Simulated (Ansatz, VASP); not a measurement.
# Cross-check of TlBiSe3 between VASP and Ansatz, part 2 of 3

One calculation is typed for both programs; each brings its own data sets. How far apart do they land? The cell is generated by rule, not measured, and may not be a known phase. The cell is taken from a series of runs on this material, whose earlier steps may have relaxed, scaled, displaced or heated it; both programs get it as it stands.

VASP 6.6.1 and Ansatz 0.2.0.

So far: The structure; Ansatz: zone-centre phonons, PBEsol.

## Step 3: VASP: zone-centre phonons, PBEsol

Level of this step: PBEsol; plane waves and PAW (Tl_d, Bi_d, Se); invented cell (VASP).

The same cell, functional, mesh and smearing now go to VASP, with its own data sets.

Lines of VASP's logs that name or quote its potential files are left out, and so is its time.

Contents of INCAR:

```
SYSTEM = TlBiSe3
PREC = Accurate
ENCUT = 500
EDIFF = 1E-08
NELM = 120
ISMEAR = 1
SIGMA = 0.2
LREAL = .FALSE.
ALGO = Normal
GGA = PS
NBANDS = 29
LORBIT = 11
LWAVE = .FALSE.
LCHARG = .FALSE.
ISIF = 2
IBRION = 8
LASPH = .TRUE.
GGA_COMPAT = .FALSE.
KPAR = 2
```

Contents of POSCAR:

```
TlBiSe3
1.0
    5.4560481595      0.0000000000      0.0000000000
    0.0000000000      5.4560481595      0.0000000000
    0.0000000000      0.0000000000      5.4560481595
Tl Bi Se
1 1 3
Direct
    0.0000000000      0.0000000000      0.0000000000
    0.5000000000      0.5000000000      0.5000000000
    0.5000000000      0.5000000000      0.0000000000
    0.5000000000      0.0000000000      0.5000000000
    0.0000000000      0.5000000000      0.5000000000
```

Contents of KPOINTS:

```
Automatic mesh
0
Gamma
8 8 8
0 0 0
```

Potentials, in the order of the species: Tl_d, Bi_d and Se (PBE family, release 64).

Launch:

```bash
$ mpirun -np 2 vasp_std
```

The log of the run:

```text
[banner, memory and clock lines left out]
running    2 mpi-ranks, on    1 nodes
 distrk:  each k-point on    1 cores,    2 groups
 distr:  one band on    1 cores,    1 groups

 POSCAR found type information on POSCAR TlBiSe
 POSCAR found :  3 types and       5 ions
|                                                                             |
|               ----> ADVICE to this user running VASP <----                  |
|                                                                             |
|     You enforced a specific xc type in the INCAR file but a different       |
|     [... a line on the potential file left out ...]
|     I HOPE YOU KNOW WHAT YOU ARE DOING!                                     |
|                                                                             |

 LDA part: xc-table for (Slater+PW92), standard interpolation
 POSCAR, INCAR and KPOINTS ok, starting setup
 FFT: planning ... GRIDC
 FFT: planning ... GRID_SOFT
 FFT: planning ... GRID
 WAVECAR not read
 entering main loop
       N       E                     dE             d eps       ncg     rms          rms(c)
DAV:   1     0.358512191154E+03    0.35851E+03   -0.20992E+04  2030   0.143E+03
DAV:   2     0.162926461605E+02   -0.34222E+03   -0.33052E+03  2297   0.340E+02
DAV:   3    -0.169102137268E+02   -0.33203E+02   -0.32310E+02  2510   0.112E+02
DAV:   4    -0.181537447933E+02   -0.12435E+01   -0.12340E+01  2384   0.224E+01
DAV:   5    -0.181907232911E+02   -0.36978E-01   -0.36953E-01  2942   0.396E+00    0.436E+00
DAV:   6    -0.175763866729E+02    0.61434E+00   -0.15676E+00  2693   0.739E+00    0.271E+00
DAV:   7    -0.175557510077E+02    0.20636E-01   -0.25076E-01  2347   0.198E+00    0.127E+00
DAV:   8    -0.175517568914E+02    0.39941E-02   -0.23019E-02  2392   0.121E+00    0.198E-01
DAV:   9    -0.175515761707E+02    0.18072E-03   -0.31042E-03  2330   0.372E-01    0.981E-02
DAV:  10    -0.175516749982E+02   -0.98828E-04   -0.49323E-04  2480   0.139E-01    0.325E-02
DAV:  11    -0.175516843869E+02   -0.93887E-05   -0.87844E-05  2809   0.744E-02    0.114E-02
DAV:  12    -0.175516850244E+02   -0.63750E-06   -0.94069E-06  2309   0.197E-02    0.311E-03
DAV:  13    -0.175516849332E+02    0.91202E-07   -0.65032E-07  2571   0.394E-03    0.876E-04
DAV:  14    -0.175516849168E+02    0.16440E-07   -0.91031E-08  2674   0.263E-03    0.483E-04
DAV:  15    -0.175516849365E+02   -0.19746E-07   -0.10133E-08  1621   0.843E-04    0.257E-04
DAV:  16    -0.175516849424E+02   -0.58535E-08   -0.13387E-09  1275   0.253E-04
   1 F= -.17551685E+02 E0= -.17547118E+02  d E =-.137008E-01
 Linear response reoptimize wavefunctions to high precision
DAV:   1    -0.175516849446E+02   -0.21737E-08   -0.42392E-10  1285   0.127E-04
DAV:   2    -0.175516849446E+02   -0.61846E-10   -0.11893E-10  1255   0.757E-05
 Linear response DOF=           4
 Linear response progress:
  Degree of freedom:   1/  4
       N       E                     dE             d eps       ncg     rms          rms(c)
RMM:   1    -0.346143042856E+00   -0.34614E+00   -0.26035E-01  7193   0.207E+00
RMM:   2    -0.347272557598E+00   -0.11295E-02   -0.31463E-03  7463   0.265E-01    0.258E-02
RMM:   3    -0.347105148159E+00    0.16741E-03   -0.16986E-04  8111   0.627E-02    0.121E-02
RMM:   4    -0.346907219762E+00    0.19793E-03   -0.35948E-05  8202   0.300E-02    0.357E-03
RMM:   5    -0.346874540635E+00    0.32679E-04   -0.36303E-06  7961   0.959E-03    0.190E-03
RMM:   6    -0.346887334225E+00   -0.12794E-04   -0.48127E-07  8047   0.365E-03    0.881E-04
RMM:   7    -0.346898656952E+00   -0.11323E-04   -0.13987E-07  7878   0.180E-03    0.122E-04
RMM:   8    -0.346901892952E+00   -0.32360E-05   -0.33353E-08  8558   0.684E-04    0.612E-05
RMM:   9    -0.346901722882E+00    0.17007E-06   -0.61088E-09  8432   0.299E-04    0.144E-05
RMM:  10    -0.346901846621E+00   -0.12374E-06   -0.54833E-09  8458   0.156E-04    0.708E-06
RMM:  11    -0.346901776349E+00    0.70272E-07   -0.19150E-09  8750   0.817E-05    0.195E-06
RMM:  12    -0.346901772937E+00    0.34113E-08   -0.33366E-09  7965   0.455E-05    0.891E-07
 first order change of Fermi-energy   0.18390E-04
 force on displaced ion       1 direction 1 :   0.500  -0.000  -0.000
 Linear response progress:
  Degree of freedom:   2/  4
       N       E                     dE             d eps       ncg     rms          rms(c)
RMM:   1    -0.335796735794E+00   -0.33580E+00    0.45073E-01  5850   0.809E+00
RMM:   2    -0.342647430526E+00   -0.68507E-02   -0.23666E-02  7007   0.777E-01    0.942E-02
RMM:   3    -0.342502466578E+00    0.14496E-03   -0.14142E-03  7551   0.187E-01    0.594E-02
RMM:   4    -0.342107261728E+00    0.39520E-03   -0.10989E-04  7775   0.561E-02    0.368E-03
RMM:   5    -0.342127328981E+00   -0.20067E-04   -0.14976E-05  8283   0.189E-02    0.234E-03
RMM:   6    -0.342142458302E+00   -0.15129E-04   -0.27973E-06  8211   0.731E-03    0.148E-03
RMM:   7    -0.342161154802E+00   -0.18696E-04   -0.74069E-07  8071   0.349E-03    0.344E-04
RMM:   8    -0.342163556941E+00   -0.24021E-05   -0.24427E-07  8440   0.159E-03    0.136E-04
RMM:   9    -0.342164908237E+00   -0.13513E-05   -0.56182E-08  8233   0.721E-04    0.343E-05
RMM:  10    -0.342164513108E+00    0.39513E-06    0.24901E-07  8814   0.354E-04    0.150E-05
RMM:  11    -0.342164562616E+00   -0.49507E-07    0.19589E-07  8686   0.196E-04    0.534E-06
RMM:  12    -0.342164547289E+00    0.15327E-07    0.10315E-07  8623   0.118E-04    0.196E-06
RMM:  13    -0.342164519342E+00    0.27947E-07    0.51073E-08  8725   0.793E-05    0.827E-07
RMM:  14    -0.342164511142E+00    0.82003E-08    0.34297E-08  7327   0.609E-05    0.508E-07
 first order change of Fermi-energy   0.41774E-03
 force on displaced ion       2 direction 1 :  -2.937  -0.000   0.000
 Linear response progress:
  Degree of freedom:   3/  4
       N       E                     dE             d eps       ncg     rms          rms(c)
RMM:   1    -0.900705266174E-01   -0.90071E-01    0.55984E-02 14318   0.911E-01
RMM:   2    -0.891130981636E-01    0.95743E-03   -0.31646E-03 12249   0.193E-01    0.322E-02
RMM:   3    -0.892622565455E-01   -0.14916E-03   -0.32903E-04 13161   0.715E-02    0.191E-02
RMM:   4    -0.894530923052E-01   -0.19084E-03   -0.41724E-05 12782   0.264E-02    0.627E-03
RMM:   5    -0.894722206674E-01   -0.19128E-04   -0.44154E-06 13909   0.909E-03    0.419E-03
RMM:   6    -0.894697829811E-01    0.24377E-05   -0.29707E-07 13312   0.350E-03    0.212E-03
RMM:   7    -0.894671150600E-01    0.26679E-05   -0.11821E-07 12722   0.169E-03    0.545E-04
RMM:   8    -0.894673100176E-01   -0.19496E-06   -0.18812E-08 13186   0.797E-04    0.148E-04
RMM:   9    -0.894667384462E-01    0.57157E-06    0.19899E-07 13807   0.299E-04    0.475E-05
RMM:  10    -0.894666901484E-01    0.48298E-07   -0.74471E-09 14327   0.134E-04    0.369E-05
RMM:  11    -0.894668154357E-01   -0.12529E-06    0.52068E-08 13455   0.684E-05    0.116E-05
RMM:  12    -0.894668034913E-01    0.11944E-07    0.30862E-08 14353   0.364E-05    0.520E-06
RMM:  13    -0.894667957878E-01    0.77035E-08   -0.39841E-08 14231   0.240E-05    0.668E-07
 first order change of Fermi-energy   0.18437E-03
 force on displaced ion       3 direction 1 :   1.183   0.000   0.000
 Linear response progress:
  Degree of freedom:   4/  4
       N       E                     dE             d eps       ncg     rms          rms(c)
RMM:   1    -0.930208192252E-01   -0.93021E-01    0.57737E-02  9028   0.111E+00
RMM:   2    -0.894111181098E-01    0.36097E-02   -0.35761E-03  7410   0.235E-01    0.108E-01
RMM:   3    -0.897962848932E-01   -0.38517E-03   -0.53025E-04  7444   0.861E-02    0.560E-02
RMM:   4    -0.901280792845E-01   -0.33179E-03   -0.10372E-04  7734   0.415E-02    0.133E-02
RMM:   5    -0.901957606909E-01   -0.67681E-04   -0.96270E-06  8131   0.149E-02    0.409E-03
RMM:   6    -0.901923643253E-01    0.33964E-05   -0.68999E-07  8471   0.505E-03    0.294E-03
RMM:   7    -0.901848237865E-01    0.75405E-05   -0.17021E-07  7817   0.167E-03    0.120E-03
RMM:   8    -0.901899397921E-01   -0.51160E-05   -0.19195E-07  7789   0.105E-03    0.996E-05
RMM:   9    -0.901900154193E-01   -0.75627E-07    0.31071E-08  8326   0.309E-04    0.761E-05
RMM:  10    -0.901898954493E-01    0.11997E-06    0.18376E-07  7958   0.131E-04    0.116E-05
RMM:  11    -0.901898930582E-01    0.23911E-08   -0.78744E-10  8748   0.677E-05    0.128E-05
 first order change of Fermi-energy  -0.67951E-03
 force on displaced ion       3 direction 3 :   0.000   0.000  -5.057
 Linear response finished
```

[end of part 2 of 3]

[Lines on the potential files, build, host, timing and source positions are cut from VASP's logs without a mark.]

[Logs are printed without paths, hosts, clocks, repeated set-up lines and the standing remarks that a program may print on its own settings, such as how far it seeks lower states.]

[Hosts, paths, dates, database ids (printed as entryN), source tags and the programs' standing remarks are cut or masked in the printed files.]
